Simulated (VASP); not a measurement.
# TiSn (P6/mmm) in VASP: single point with r2SCAN

Aim: the single point of TiSn with r2SCAN.

Program: VASP 6.6.1. These are calculated values, not measurements. Logs are shortened: lines on timing, memory, paths and dates and some standing lists are left out, and cuts for length are marked.

## Step 1: The crystal as given

The structure is hexagonal, space group P6/mmm (No. 191). The conventional cell has a = 5.726 Å, b = 5.726 Å, c = 4.805 Å, α = 90.00°, β = 90.00°, γ = 120.00°. Ti (site symmetry mmm) is surrounded by 4 Ti at 2.86 Å and 6 Sn at 2.86 to 2.92 Å. Sn (site symmetry -6m2) has 6 Ti at 2.92 Å and 3 Sn at 3.31 Å as nearest neighbours. Sn (site symmetry 6/mmm) has 6 Ti at 2.86 Å as nearest neighbours.

The cell was built by a generator and needn't be a form met in nature.

## Step 2: Single point, r2SCAN

INCAR

```
PREC = Accurate
ENCUT = 520
EDIFF = 1E-6
ISMEAR = 0
SIGMA = 0.1
LREAL = False
LASPH = True
NELM = 150
ALGO = Normal
ISIF = 2
LWAVE = False
LCHARG = False
METAGGA = R2SCAN
LMIXTAU = True
NBANDS = 48
KPAR = 2
```

KPOINTS

```
Automatic mesh
0
Gamma
  6 6 6
```

POSCAR

```
TiSn
1.0
    5.7259880000      0.0000000000      0.0000000000
   -2.8629940000      4.9588510000      0.0000000000
    0.0000000000      0.0000000000      4.8048000000
Ti Sn
3 3
Direct
    0.0000000000      0.5000000000      0.0000000000
    0.5000000000      0.0000000000      0.0000000000
    0.5000000000      0.5000000000      0.0000000000
    0.6666670000      0.3333330000      0.5000000000
    0.3333330000      0.6666670000      0.5000000000
    0.0000000000      0.0000000000      0.0000000000
```

Potentials or basis: VASP PAW PBE potentials, release 64 (Ti_sv, Sn_d).

On the command line:

```console
> cat potpaw_PBE.64/Ti_sv/POTCAR potpaw_PBE.64/Sn_d/POTCAR > POTCAR
> mpirun -np 2 vasp_std > vasp.out
```

OUTCAR:

```text
PREC = Accurate
   ENCUT = 520
   EDIFF = 1E-6
   ISMEAR = 0
   LREAL = False
   LASPH = True
   NELM = 150
   ISIF = 2
   METAGGA = R2SCAN

 ion  position               nearest neighbor table
   1  0.000  0.500  0.000-   2 2.86   6 2.86   6 2.86   2 2.86   3 2.86   3 2.86   5 2.92   5 2.92
                             4 2.92   4 2.92
   2  0.500  0.000  0.000-   1 2.86   3 2.86   3 2.86   1 2.86   6 2.86   6 2.86   5 2.92   5 2.92
                             4 2.92   4 2.92
   3  0.500  0.500  0.000-   2 2.86   6 2.86   2 2.86   6 2.86   1 2.86   1 2.86   5 2.92   5 2.92
                             4 2.92   4 2.92
   4  0.667  0.333  0.500-   2 2.92   2 2.92   1 2.92   1 2.92   3 2.92   3 2.92   5 3.31   5 3.31
                             5 3.31
   5  0.333  0.667  0.500-   2 2.92   2 2.92   1 2.92   1 2.92   3 2.92   3 2.92   4 3.31   4 3.31
                             4 3.31
   6  0.000  0.000  0.000-   1 2.86   3 2.86   1 2.86   3 2.86   2 2.86   2 2.86

  LATTYP: Found a hexagonal cell.
 ALAT       =     5.7259880000
 C/A-ratio  =     0.8391215630

  Lattice vectors:

 A1 = (   5.7259880000,   0.0000000000,   0.0000000000)
 A2 = (  -2.8629940000,   4.9588510000,   0.0000000000)
 A3 = (   0.0000000000,   0.0000000000,   4.8048000000)

Analysis of symmetry for initial positions (statically):
=====================================================================
 Subroutine PRICEL returns:
 Original cell was already a primitive cell.

 Routine SETGRP: Setting up the symmetry group for a
 hexagonal supercell.

 Subroutine GETGRP returns: Found 24 space group operations
 (whereof 24 operations were pure point group operations)
 out of a pool of 24 trial point group operations.

The static configuration has the point symmetry D_6h.

Analysis of symmetry for dynamics (positions and initial velocities):
=====================================================================
 Subroutine PRICEL returns:
 Original cell was already a primitive cell.

 Routine SETGRP: Setting up the symmetry group for a
 hexagonal supercell.

 Subroutine GETGRP returns: Found 24 space group operations
 (whereof 24 operations were pure point group operations)
 out of a pool of 24 trial point group operations.

The dynamic configuration has the point symmetry D_6h.

 Subroutine INISYM returns: Found 24 space group operations
 (whereof 24 operations are pure point group operations),
 and found     1 'primitive' translations

----------------------------------------------------------------------------------------

                                     Primitive cell

  volume of cell :     136.4290

  direct lattice vectors                    reciprocal lattice vectors
     5.725988000  0.000000000  0.000000000     0.174642350  0.100829809  0.000000000
    -2.862994000  4.958851000  0.000000000     0.000000000  0.201659618  0.000000000
     0.000000000  0.000000000  4.804800000     0.000000000  0.000000000  0.208125208

  length of vectors
     5.725988000  5.725987940  4.804800000     0.201659616  0.201659618  0.208125208

  position of ions in fractional coordinates (direct lattice)
     1.000000000  0.500000000  0.000000000
     0.500000000  0.000000000  0.000000000
     0.500000000  0.500000000  0.000000000
     0.666667000  0.333333000  0.500000000
     0.333333000  0.666667000  0.500000000
     0.000000000  0.000000000  0.000000000

  ion indices of the primitive-cell ions
   primitive index   ion index
                 1           1
                 2           2
                 3           3
                 4           4
                 5           5
                 6           6

----------------------------------------------------------------------------------------

 KPOINTS: Automatic mesh

Automatic generation of k-mesh.
 Grid dimensions read from file:
 generate k-points for:    6    6    6

 Generating k-lattice:

  Cartesian coordinates                     Fractional coordinates (reciprocal lattice)
     0.029107058  0.016804968  0.000000000     0.166666667 -0.000000000  0.000000000
     0.000000000  0.033609936  0.000000000     0.000000000  0.166666667  0.000000000
     0.000000000  0.000000000  0.034687535     0.000000000  0.000000000  0.166666667

  Length of vectors
     0.033609936  0.033609936  0.034687535

  Shift w.r.t. Gamma in fractional coordinates (k-lattice)
     0.000000000  0.000000000  0.000000000

 Subroutine IBZKPT returns following result:
 ===========================================

 Found     28 irreducible k-points:

 Following reciprocal coordinates:
            Coordinates               Weight
  0.000000  0.000000  0.000000      1.000000
  0.166667  0.000000  0.000000      6.000000
  0.333333  0.000000  0.000000      6.000000
  0.500000  0.000000  0.000000      3.000000
  0.166667  0.166667  0.000000      6.000000
  0.333333  0.166667  0.000000     12.000000
[... 16 lines left out ...]
  0.166667  0.000000  0.500000      6.000000
  0.333333  0.000000  0.500000      6.000000
 [... further k-points ...]
   k-points           NKPTS =     28   k-points in BZ     NKDIM =     28   number of bands    NBANDS=     48
   number of dos      NEDOS =    301   number of ions     NIONS =      6
   total plane-waves  NPLWV =  82944
   dimension x,y,z NGX =    48 NGY =   48 NGZ =   36
   dimension x,y,z NGXF=    96 NGYF=   96 NGZF=   72
   ions per type =               3   3
   NGX,Y,Z   is equivalent  to a cutoff of  13.94, 13.94, 12.46 a.u.
   NGXF,Y,Z  is equivalent  to a cutoff of  27.87, 27.87, 24.91 a.u.
 SYSTEM =  unknown system
   PREC   = accura    normal or accurate (medium, high low for compatibility)
   ISTART =      0    job   : 0-new  1-cont  2-samecut
   ICHARG =      2    charge: 1-file 2-atom 10-const
   ISPIN  =      1    spin polarized calculation?
   LNONCOLLINEAR =      F non collinear calculations
   LSORBIT =      F    spin-orbit coupling
   LASPH  =      T    aspherical Exc in radial PAW
   ENCUT  =  520.0 eV  38.22 Ry    6.18 a.u.  10.65 10.65  8.93*2*pi/ulx,y,z
   NELM   =    150;   NELMIN=  2; NELMDL= -5     # of ELM steps
   EDIFF  = 0.1E-05   stopping-criterion for ELM
   LREAL  =      F    real-space projection
   EDIFFG = 0.1E-04   stopping-criterion for IOM
   NSW    =      0    number of steps for IOM
   IBRION =     -1    ionic relax: 0-MD 1-quasi-New 2-CG
   NFREE  =      0    steps in history (QN), initial steepest desc. (CG)
   ISIF   =      2    stress and relaxation
   ISYM   =      2    0-nonsym 1-usesym 2-fastsym
   POTIM  = 0.5000    time-step for ionic-motion
   TEBEG  =    0.0;   TEEND  =   0.0 temperature during run
   PSTRESS=    0.0 pullay stress
   NELECT =      78.0000    total number of electrons
   NUPDOWN=      -1.0000    fix difference up-down
   EMIN   =  10.00;   EMAX   =-10.00  energy-range for DOS
   EFERMI =   0.00;   METHOD = LEGACY
   ISMEAR =     0;   SIGMA  =   0.10  broadening in eV -4-tet -1-fermi 0-gaus
   EFERMI_NEDOS =   21; number of points for ismear=-14 and -15
   IALGO  =     38    algorithm
   IMIX   =      4    mixing-type and parameters
     AMIX     =   0.40;   BMIX     =  1.00
     AMIX_MAG =   1.60;   BMIX_MAG =  1.00
  volume/ion in A,a.u.               =      22.74       153.44
  Fermi-wavevector in a.u.,A,eV,Ry     =   1.358743  2.567653 25.118851  1.846183
  Thomas-Fermi vector in A             =   2.485551
   LORBIT       =      0    0 simple, 1 ext, 2 COOP (PROOUT), +10 PAW based schemes
   METAGGA = R2SCAN    functional components
   LHFCALC =     F    Hartree Fock is set to
   AEXX    =    0.0000 exact exchange contribution
   IVDW    =     0    specifies the selected vdW correction
   LEPSILON=     F    determine dielectric tensor
   LRPA    =     F    only Hartree local field effects (RPA)
 non-spin polarized calculation
 Gauss-broadening in eV      SIGMA  =   0.10
  energy-cutoff  :      520.00
  volume of cell :      136.43
 maximum number of plane-waves:      3714
 NGX is ok and might be reduce to    48
   NGX = 21   NGY = 21   NGZ = 17

 number of electron      78.0000019 magnetization

 Free energy of the ion-electron system (eV)
  ---------------------------------------------------
  ext. energy  EPLUGINS =         0.00000000
  ---------------------------------------------------
  free energy    TOTEN  =      -114.65348570 eV

  energy without entropy =     -114.61598701  energy(sigma->0) =     -114.63473635

 E-fermi :   7.4555     XC(G=0): -11.3937

 val. band max:        7.4550076002   @ k =   0.3333   0.3333   0.3333
 cond. band min:       7.4634902405   @ k =   0.1667   0.0000   0.3333
 fundamental gap:      0.0084826403
 Fermi energy:         7.4554867717

 k-point     1 :       0.0000    0.0000    0.0000
  band No.  band energies     occupation
      1     -51.5997      2.00000
      2     -51.5221      2.00000
      3     -51.5220      2.00000
      4     -27.0081      2.00000
      5     -26.9453      2.00000
      6     -26.9151      2.00000
[... 40 lines left out ...]
     47      10.2162      0.00000
     48      10.2413      0.00000

 k-point     2 :       0.1667    0.0000    0.0000
  band No.  band energies     occupation
      1     -51.5951      2.00000
      2     -51.5267      2.00000
      3     -51.5220      2.00000
      4     -26.9808      2.00000
      5     -26.9410      2.00000
      6     -26.9094      2.00000
[... 40 lines left out ...]
     47      10.3570      0.00000
     48      10.6219      0.00000

 k-point     3 :       0.3333    0.0000    0.0000
  band No.  band energies     occupation
      1     -51.5833      2.00000
      2     -51.5386      2.00000
      3     -51.5220      2.00000
      4     -26.9440      2.00000
      5     -26.9298      2.00000
      6     -26.8872      2.00000
[... 40 lines left out ...]
     47      10.2430      0.00000
     48      10.8331      0.00000

 k-point     4 :       0.5000    0.0000    0.0000
  band No.  band energies     occupation
      1     -51.5738      2.00000
      2     -51.5481      2.00000
      3     -51.5220      2.00000
      4     -26.9386      2.00000
      5     -26.9209      2.00000
      6     -26.8963      2.00000
[... 958 lines left out ...]
     47       9.8607      0.00000
     48       9.9022      0.00000

 k-point    23 :       0.1667    0.0000    0.5000
  band No.  band energies     occupation
      1     -51.5950      2.00000
      2     -51.5267      2.00000
      3     -51.5220      2.00000
      4     -26.9783      2.00000
      5     -26.9459      2.00000
      6     -26.9095      2.00000
[... 40 lines left out ...]
     47       9.8381      0.00000
     48       9.8805      0.00000

 k-point    24 :       0.3333    0.0000    0.5000
  band No.  band energies     occupation
      1     -51.5832      2.00000
      2     -51.5385      2.00000
      3     -51.5220      2.00000
      4     -26.9430      2.00000
      5     -26.9339      2.00000
      6     -26.8881      2.00000
[... 40 lines left out ...]
     47       9.7378      0.00000
     48       9.8717      0.00000

 [... further k-points ...]
[... 5 lines left out ...]
  --------------------------------------------------------------------------------------
  -------------------------------------------------------------------------------------
  Total       -0.6795445     -0.6795444     -0.9830133     -0.0000000      0.0000000     -0.0000000
  in kB       -7.9803448     -7.9803446    -11.5441815     -0.0000000      0.0000000     -0.0000000
  external PRESSURE =      -9.1682903 kB  Pullay stress =       0.0000000 kB

 VOLUME and BASIS-vectors are now :
 -----------------------------------------------------------------------------
  energy-cutoff  :      520.00
  volume of cell :      136.43
      direct lattice vectors                 reciprocal lattice vectors
     5.725988000  0.000000000  0.000000000     0.174642350  0.100829809  0.000000000
    -2.862994000  4.958851000  0.000000000     0.000000000  0.201659618  0.000000000
     0.000000000  0.000000000  4.804800000     0.000000000  0.000000000  0.208125208

 POSITION                                       TOTAL-FORCE (eV/Angst)
 -----------------------------------------------------------------------------------
     -1.43150      2.47943      0.00000         0.000000      0.000000      0.000000
      2.86299      0.00000      0.00000         0.000000      0.000000      0.000000
      1.43150      2.47943      0.00000         0.000000      0.000000      0.000000
      2.86300      1.65295      2.40240         0.000000     -0.000000      0.000000
     -0.00000      3.30590      2.40240        -0.000000      0.000000      0.000000
      0.00000      0.00000      0.00000         0.000000      0.000000      0.000000
 -----------------------------------------------------------------------------------
    total drift:                                0.000000      0.000000      0.000000

  FREE ENERGIE OF THE ION-ELECTRON SYSTEM (eV)
  ---------------------------------------------------
  free  energy   TOTEN  =      -114.6534856971 eV

  energy  without entropy=     -114.6159870106  energy(sigma->0) =     -114.63473635
```

Wall time 5.5 min (2 MPI ranks of Intel Xeon Platinum 8488C (Sapphire Rapids), shared host); peak memory 0.38 GiB.

What came out:

```yaml
Free_energy: -114.6535 eV
Pressure: -0.9 GPa
Band_gap_on_the_k_mesh: none (metal or under the smearing width)
```

Caveat: the PAW data sets were made with another functional, which shifts forces and pressure a little.
